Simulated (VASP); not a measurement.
The system is Ta.

```
CELL_PARAMETERS angstrom
-1.65150 1.65150 1.65150
1.65150 -1.65150 1.65150
1.65150 1.65150 -1.65150
ATOMIC_POSITIONS crystal
Ta 0.00000 0.00000 0.00000
```

```yaml
Program: VASP 6.6.1
Task: relaxation of cell and atoms
Functional: LDA
Potentials_or_basis: VASP PAW LDA potentials, release 64 (Ta_pv)
Cutoff: 600 eV
k_mesh: 23 × 23 × 23
Occupations: fermi-dirac, width 0.05 eV
Spin: no spin polarisation
```

At the start: pressure -8.2 GPa; volume 18.02 Å³/atom.

**Question.** How do energy, volume and symmetry change on relaxing?

**Answer.** Over 8 steps the energy falls by 19.1 meV/atom and the volume is 17.30 Å³/atom (-4.0 %); space group Im-3m (No. 229, to 0.05 Å).

Step by step:
```tsv
step	energy change (eV)	largest force (eV/Å)	pressure (GPa)	volume (Å³)
1	0.0000	0.0000	-8.21	18.02
2	0.0935	0.0000	24.57	15.72
3	-0.0190	0.0000	-0.28	17.32
4	-0.0191	0.0000	-0.09	17.30
5	-0.0191	0.0000	0.11	17.29
6	-0.0191	0.0000	-0.10	17.31
7	-0.0191	0.0000	-0.05	17.30
8	-0.0191	0.0000	0.03	17.30
```

Final structure:
```
Ta
1.0
    -1.62915    1.62915    1.62915
     1.62915   -1.62915    1.62915
     1.62915    1.62915   -1.62915
Ta
1
Direct
  0.00000 0.00000 0.00000
```
